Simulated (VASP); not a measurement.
# Mg6CoSi (Amm2) in VASP: reference runs

Reference runs on Mg6CoSi: the cell as given and a disturbed copy.

All numbers are computed with VASP 6.6.1; they aren't measurements. Logs are shortened: lines on timing, memory, paths and dates and some standing lists are left out, and cuts for length are marked.

## Step 1: The crystal as given

The structure is orthorhombic, space group Amm2 (No. 38). The conventional cell has a = 4.590 Å, b = 6.200 Å, c = 10.498 Å, α = 90.00°, β = 90.00°, γ = 90.00°. Around Co (site symmetry mm2) lie 2 Si at 2.65 Å and 6 Mg at 2.71 to 2.90 Å. Si (site symmetry mm2) has 2 Co at 2.65 Å and 6 Mg at 2.74 to 2.89 Å as nearest neighbours. Around Mg (site symmetry mm2) lie 10 Mg at 2.91 to 3.07 Å and 2 Si at 3.11 Å. Around Mg (site symmetry m) lie 1 Si at 2.74 Å and 7 Mg at 2.89 to 3.07 Å and 2 Co at 2.90 Å. Mg (site symmetry mm2) is surrounded by 10 Mg at 2.92 to 3.07 Å and 2 Co at 3.11 Å. Mg (site symmetry m) has 1 Co at 2.71 Å and 2 Si at 2.89 Å and 7 Mg at 2.91 to 3.07 Å as nearest neighbours.

The cell comes from a database or a generator and needn't be the stable form of this composition.

## Step 2: Single point, PBE, collinear spin, ferromagnetic start

File INCAR:

```
PREC = Accurate ; ENCUT = 520
EDIFF = 1E-7 ; ISMEAR = -1
SIGMA = 0.05 ; LREAL = F
LASPH = T ; NELM = 150
ALGO = Normal ; ISIF = 2
LWAVE = F ; LCHARG = F
ISPIN = 2 ; MAGMOM = 2 0 0 0 0 0 0 0
LORBIT = 11 ; LMAXMIX = 4
GGA = PE ; NBANDS = 26
```

File KPOINTS:

```
Automatic mesh
0
Gamma
  6 5 5
```

File POSCAR:

```
Mg6CoSi
1.0
    4.5899820000      0.0000000000      0.0000000000
    0.0000000000      3.1001105000      5.2489095000
    0.0000000000     -3.1001105000      5.2489095000
Co Si Mg
1 1 6
Direct
    0.0000000000      0.8103980000      0.8103980000
    0.5000000000      0.6850920000      0.6850920000
    0.5000000000      0.1652720000      0.1652720000
    0.5000000000      0.6735730000      0.1403210000
    0.5000000000      0.1403210000      0.6735730000
    0.0000000000      0.3370910000      0.3370910000
    0.0000000000      0.8317730000      0.3564790000
    0.0000000000      0.3564790000      0.8317730000
```

Potentials or basis: VASP PAW PBE potentials, release 64 (Co, Si, Mg).

Started as:

```console
cat potpaw_PBE.64/Co/POTCAR potpaw_PBE.64/Si/POTCAR potpaw_PBE.64/Mg/POTCAR > POTCAR
mpirun -np 1 vasp_std > vasp.out
```

OUTCAR:

```text
PREC = Accurate
   ENCUT = 520
   EDIFF = 1E-7
   ISMEAR = -1
   LREAL = F
   LASPH = T
   NELM = 150
   ISIF = 2
   ISPIN = 2
   LORBIT = 11
   GGA = PE

 ion  position               nearest neighbor table
   1  0.000  0.810  0.810-   2 2.65   2 2.65   8 2.71   7 2.71   5 2.90   4 2.90   4 2.90   5 2.90
                             6 3.11   6 3.11
   2  0.500  0.685  0.685-   1 2.65   1 2.65   5 2.74   4 2.74   8 2.89   7 2.89   7 2.89   8 2.89
                             3 3.11   3 3.11   5 3.36   4 3.36
   3  0.500  0.165  0.165-   7 2.91   8 2.91   7 2.91   8 2.91   6 2.92   6 2.92   4 3.03   5 3.03
                             4 3.07   5 3.07   2 3.11   2 3.11
   4  0.500  0.674  0.140-   2 2.74   5 2.89   1 2.90   1 2.90   6 2.92   6 2.92   7 3.03   7 3.03
                             3 3.03   3 3.07   5 3.31   2 3.36
   5  0.500  0.140  0.674-   2 2.74   4 2.89   1 2.90   1 2.90   6 2.92   6 2.92   8 3.03   8 3.03
                             3 3.03   3 3.07   4 3.31   2 3.36
   6  0.000  0.337  0.337-   3 2.92   3 2.92   5 2.92   4 2.92   4 2.92   5 2.92   7 3.03   8 3.03
                             8 3.07   7 3.07   1 3.11   1 3.11
   7  0.000  0.832  0.356-   1 2.71   2 2.89   2 2.89   3 2.91   3 2.91   8 2.95   6 3.03   4 3.03
                             4 3.03   6 3.07   8 3.25
   8  0.000  0.356  0.832-   1 2.71   2 2.89   2 2.89   3 2.91   3 2.91   7 2.95   6 3.03   5 3.03
                             5 3.03   6 3.07   7 3.25

  LATTYP: Found a base centered orthorhombic cell.
 ALAT       =     6.2002210000
 B/A-ratio  =     1.6931362608
 C/A-ratio  =     0.7402932895

  Lattice vectors:

 A1 = (   0.0000000000,   3.1001105000,  -5.2489095000)
 A2 = (   0.0000000000,   3.1001105000,   5.2489095000)
 A3 = (   4.5899820000,   0.0000000000,   0.0000000000)

Analysis of symmetry for initial positions (statically):
=====================================================================
 Subroutine PRICEL returns:
 Original cell was already a primitive cell.

 Routine SETGRP: Setting up the symmetry group for a
 base centered orthorhombic supercell.

 Subroutine GETGRP returns: Found  4 space group operations
 (whereof  4 operations were pure point group operations)
 out of a pool of  8 trial point group operations.

The static configuration has the point symmetry C_2v.

Analysis of symmetry for dynamics (positions and initial velocities):
=====================================================================
 Subroutine PRICEL returns:
 Original cell was already a primitive cell.

 Routine SETGRP: Setting up the symmetry group for a
 base centered orthorhombic supercell.

 Subroutine GETGRP returns: Found  4 space group operations
 (whereof  4 operations were pure point group operations)
 out of a pool of  8 trial point group operations.

The dynamic configuration has the point symmetry C_2v.

Analysis of structural, dynamic, and magnetic symmetry:
=====================================================================
 Subroutine PRICEL returns:
 Original cell was already a primitive cell.

 Routine SETGRP: Setting up the symmetry group for a
 base centered orthorhombic supercell.

 Subroutine GETGRP returns: Found  4 space group operations
 (whereof  4 operations were pure point group operations)
 out of a pool of  8 trial point group operations.

The overall configuration has the point symmetry C_2v.

 Subroutine INISYM returns: Found  4 space group operations
 (whereof  4 operations are pure point group operations),
 and found     1 'primitive' translations

----------------------------------------------------------------------------------------

                                     Primitive cell

  volume of cell :     149.3782

  direct lattice vectors                    reciprocal lattice vectors
     4.589982000  0.000000000  0.000000000     0.217865778  0.000000000  0.000000000
     0.000000000  3.100110500  5.248909500     0.000000000  0.161284574  0.095257882
     0.000000000 -3.100110500  5.248909500     0.000000000 -0.161284574  0.095257882

  length of vectors
     4.589982000  6.096042655  6.096042655     0.217865778  0.187314649  0.187314649

  position of ions in fractional coordinates (direct lattice)
     0.000000000  0.810398000  0.810398000
     0.500000000  0.685092000  0.685092000
     0.500000000  0.165272000  0.165272000
     0.500000000  0.673573000  0.140321000
[... 77 lines left out ...]
 SYSTEM =  unknown system
   PREC   = accura    normal or accurate (medium, high low for compatibility)
   ISTART =      0    job   : 0-new  1-cont  2-samecut
   ICHARG =      2    charge: 1-file 2-atom 10-const
   ISPIN  =      2    spin polarized calculation?
   LNONCOLLINEAR =      F non collinear calculations
   LSORBIT =      F    spin-orbit coupling
   LASPH  =      T    aspherical Exc in radial PAW
   ENCUT  =  520.0 eV  38.22 Ry    6.18 a.u.   8.53 11.33 11.33*2*pi/ulx,y,z
   NELM   =    150;   NELMIN=  2; NELMDL= -5     # of ELM steps
   EDIFF  = 0.1E-06   stopping-criterion for ELM
   LREAL  =      F    real-space projection
   EDIFFG = 0.1E-05   stopping-criterion for IOM
   NSW    =      0    number of steps for IOM
   IBRION =     -1    ionic relax: 0-MD 1-quasi-New 2-CG
   NFREE  =      0    steps in history (QN), initial steepest desc. (CG)
   ISIF   =      2    stress and relaxation
   ISYM   =      2    0-nonsym 1-usesym 2-fastsym
   POTIM  = 0.5000    time-step for ionic-motion
   TEBEG  =    0.0;   TEEND  =   0.0 temperature during run
   PSTRESS=    0.0 pullay stress
   NELECT =      25.0000    total number of electrons
   NUPDOWN=      -1.0000    fix difference up-down
   EMIN   =  10.00;   EMAX   =-10.00  energy-range for DOS
   EFERMI =   0.00;   METHOD = LEGACY
   ISMEAR =    -1;   SIGMA  =   0.05  broadening in eV -4-tet -1-fermi 0-gaus
   EFERMI_NEDOS =   21; number of points for ismear=-14 and -15
   IALGO  =     38    algorithm
   IMIX   =      4    mixing-type and parameters
     AMIX     =   0.40;   BMIX     =  1.00
     AMIX_MAG =   1.60;   BMIX_MAG =  1.00
  volume/ion in A,a.u.               =      18.67       126.01
  Fermi-wavevector in a.u.,A,eV,Ry     =   0.902178  1.704870 11.074134  0.813926
  Thomas-Fermi vector in A             =   2.025350
   LORBIT       =     11    0 simple, 1 ext, 2 COOP (PROOUT), +10 PAW based schemes
   GGA     = PE    functional components
   LHFCALC =     F    Hartree Fock is set to
   AEXX    =    0.0000 exact exchange contribution
   IVDW    =     0    specifies the selected vdW correction
   LEPSILON=     F    determine dielectric tensor
   LRPA    =     F    only Hartree local field effects (RPA)
 spin polarized calculation
  energy-cutoff  :      520.00
  volume of cell :      149.38
 maximum number of plane-waves:      4049
 NGX is ok and might be reduce to    36
   NGX = 17   NGY = 23   NGZ = 23

 number of electron      25.0000000 magnetization      -0.0004717

 number of electron      25.0000000 magnetization       0.0000339

 Free energy of the ion-electron system (eV)
  ---------------------------------------------------
  ext. energy  EPLUGINS =         0.00000000
  ---------------------------------------------------
  free energy    TOTEN  =       -20.66893596 eV

  energy without entropy =      -20.63485899  energy(sigma->0) =      -20.65189747

 E-fermi :   4.1149     XC(G=0):  -9.4109

 val. band max:        4.1076863365   @ k =   0.0000   0.4000   0.0000
 cond. band min:       4.1156428047   @ k =   0.5000   0.2000   0.0000
 fundamental gap:      0.0079564681
 Fermi energy:         4.1149084806

 spin component 1

 k-point     1 :       0.0000    0.0000    0.0000
  band No.  band energies     occupation
      1      -4.8409      1.00000
      2      -0.7670      1.00000
      3       0.5577      1.00000
      4       0.5746      1.00000
      5       1.7396      1.00000
      6       1.7742      1.00000
[... 637 lines left out ...]
     23       9.5896      0.00000
     24       9.8699      0.00000

 [... further k-points ...]

 spin component 2

 k-point     1 :       0.0000    0.0000    0.0000
  band No.  band energies     occupation
      1      -4.8409      1.00000
      2      -0.7670      1.00000
      3       0.5577      1.00000
      4       0.5746      1.00000
      5       1.7396      1.00000
      6       1.7742      1.00000
[... 637 lines left out ...]
     23       9.5896      0.00000
     24       9.8699      0.00000

 [... further k-points ...]

 [bands above 24 left out]

------------------------ aborting loop because EDIFF is reached ----------------------------------------

  FORCE on cell =-STRESS in cart. coord.  units (eV):
  Direction    XX          YY          ZZ          XY          YZ          ZX
  --------------------------------------------------------------------------------------
  -------------------------------------------------------------------------------------
  Total        0.3488978     -0.1449623     -0.2925833      0.0000000      0.0000000      0.0000000
  in kB        3.7421533     -1.5548140     -3.1381443      0.0000000      0.0000000      0.0000000
  external PRESSURE =      -0.3169350 kB  Pullay stress =       0.0000000 kB

 VOLUME and BASIS-vectors are now :
 -----------------------------------------------------------------------------
  energy-cutoff  :      520.00
  volume of cell :      149.38
      direct lattice vectors                 reciprocal lattice vectors
     4.589982000  0.000000000  0.000000000     0.217865778  0.000000000  0.000000000
     0.000000000  3.100110500  5.248909500     0.000000000  0.161284574  0.095257882
     0.000000000 -3.100110500  5.248909500     0.000000000 -0.161284574  0.095257882

 POSITION                                       TOTAL-FORCE (eV/Angst)
 -----------------------------------------------------------------------------------
      0.00000      0.00000      8.50741         0.000000      0.000000     -0.015283
      2.29499      0.00000      7.19197         0.000000      0.000000      0.001417
      2.29499      0.00000      1.73500         0.000000      0.000000      0.048256
      2.29499      1.65314      4.27206         0.000000     -0.006234      0.041004
      2.29499     -1.65314      4.27206         0.000000      0.006234      0.041004
      0.00000      0.00000      3.53872         0.000000      0.000000     -0.045851
      0.00000      1.47346      6.23703         0.000000      0.026991     -0.035273
      0.00000     -1.47346      6.23703         0.000000     -0.026991     -0.035273
 -----------------------------------------------------------------------------------
    total drift:                                0.000000      0.000000     -0.000402

  FREE ENERGIE OF THE ION-ELECTRON SYSTEM (eV)
  ---------------------------------------------------
  free  energy   TOTEN  =       -20.6689359608 eV

  energy  without entropy=      -20.6348589882  energy(sigma->0) =      -20.65189747

 total charge

# of ion       s       p       d       tot
------------------------------------------
    1        0.359   0.268   7.378   8.005
    2        0.786   0.780   0.000   1.566
    3        0.230   0.149   0.019   0.398
    4        0.204   0.149   0.020   0.374
    5        0.204   0.149   0.020   0.374
    6        0.215   0.165   0.014   0.395
    7        0.200   0.150   0.021   0.372
    8        0.200   0.150   0.021   0.372
--------------------------------------------------
tot          2.400   1.961   7.494  11.855

 magnetization (x)

# of ion       s       p       d       tot
------------------------------------------
    1        0.000  -0.000   0.000   0.000
    2        0.000  -0.000   0.000  -0.000
    3        0.000   0.000  -0.000   0.000
    4       -0.000  -0.000  -0.000  -0.000
    5       -0.000  -0.000  -0.000  -0.000
    6       -0.000  -0.000  -0.000  -0.000
    7       -0.000  -0.000  -0.000  -0.000
    8       -0.000  -0.000  -0.000  -0.000
--------------------------------------------------
tot         -0.000  -0.000   0.000   0.000
```

Run time: 10 min. Hardware: 1 thread of Intel Xeon Platinum 8488C (Sapphire Rapids), shared host; peak memory 0.48 GiB.

Results:

```
Free energy                                           : -20.6689 eV
Pressure                                              : 0.0 GPa
Largest force                                         : 0.048 eV/Å
Band gap on the k mesh                                : none (metal or under the smearing width)
Net moment                                            : 0.00 μB per cell
Valence electrons inside the program's atomic spheres : Co 8.01; Si 1.57; Mg 0.40, 0.37
```

Forces in eV/Å, atoms in the order of the input:
```
Co   0.000  0.000 -0.015
Si   0.000  0.000  0.001
Mg   0.000  0.000  0.048
Mg   0.000 -0.006  0.041
Mg   0.000  0.006  0.041
Mg   0.000  0.000 -0.046
Mg   0.000  0.027 -0.035
Mg   0.000 -0.027 -0.035
```

Caveat: the starting moments collapsed, and a magnetic state may lie lower.

## Step 3: Single point, PBE, collinear spin, ferromagnetic start (atoms moved at random, drawn with an rms of 0.05 Å)

Edit INCAR of step 2 so:

```diff
@@ -3,3 +3,3 @@
 SIGMA = 0.05 ; LREAL = F
-LASPH = T ; NELM = 150
+LASPH = T ; NELM = 100
 ALGO = Normal ; ISIF = 2
```

KPOINTS is that of step 2.

File POSCAR:

```
Mg6CoSi
1.0
    4.5899820000      0.0000000000      0.0000000000
    0.0000000000      3.1001105000      5.2489095000
    0.0000000000     -3.1001105000      5.2489095000
Co Si Mg
1 1 6
Direct
    0.0080530000      0.8148360000      0.8053110000
    0.4863880000      0.6916960000      0.6902010000
    0.4957690000      0.1603530000      0.1685120000
    0.5072710000      0.6701440000      0.1443050000
    0.5018360000      0.1317600000      0.6737560000
   -0.0019020000      0.3337710000      0.3367110000
    0.0037390000      0.8290690000      0.3667500000
    0.0030310000      0.3565040000      0.8320670000
```

Potentials or basis: VASP PAW PBE potentials, release 64 (Co, Si, Mg).

Started as:

```console
cat potpaw_PBE.64/Co/POTCAR potpaw_PBE.64/Si/POTCAR potpaw_PBE.64/Mg/POTCAR > POTCAR
mpirun -np 1 vasp_std > vasp.out
```

Run time: 13 min. Hardware: 1 thread of Intel Xeon Platinum 8488C (Sapphire Rapids), shared host; peak memory 0.66 GiB.

The run converged. Its results:

* Free energy: -20.6255 eV
* Pressure: 0.5 GPa
* Largest force: 0.407 eV/Å
* Band gap on the k mesh: none (metal or under the smearing width)
* Net moment: 0.00 μB per cell
* Valence electrons inside the program's atomic spheres: Co 8.03; Si 1.58; Mg 0.40, 0.37, 0.38

Forces on the atoms (eV/Å):
```
Co  -0.009 -0.126  0.059
Si   0.194 -0.144 -0.328
Mg   0.153  0.082 -0.007
Mg  -0.100 -0.050  0.118
Mg  -0.003  0.173  0.367
Mg   0.100  0.003  0.078
Mg  -0.171  0.146 -0.209
Mg  -0.163 -0.084 -0.078
```

Stress tensor (GPa, compression positive):
```
 0.25 -0.10  0.28
-0.10  0.61  0.08
 0.28  0.08  0.62
```

Levels at points of the mesh, in eV from the Fermi level:
Spin up:
```tsv
k point	band 9	band 10	band 11	band 12	band 13	band 14	band 15	band 16
(0.00, 0.00, 0.00)	-1.19	-0.98	-0.87	-0.39	-0.37	0.42	2.08	3.41
(0.50, 0.00, 0.00)	-1.28	-1.04	-0.89	-0.74	-0.73	-0.39	0.20	0.40
```
Spin down:
| k point | band 10 | band 11 | band 12 | band 13 | band 14 | band 15 |
| --- | --- | --- | --- | --- | --- | --- |
| (0.00, 0.00, 0.00) | -0.98 | -0.87 | -0.39 | -0.37 | 0.42 | 2.08 |
| (0.50, 0.00, 0.00) | -1.04 | -0.89 | -0.74 | -0.73 | -0.39 | 0.20 |

Caveat: the starting moments collapsed, and a magnetic state may lie lower.
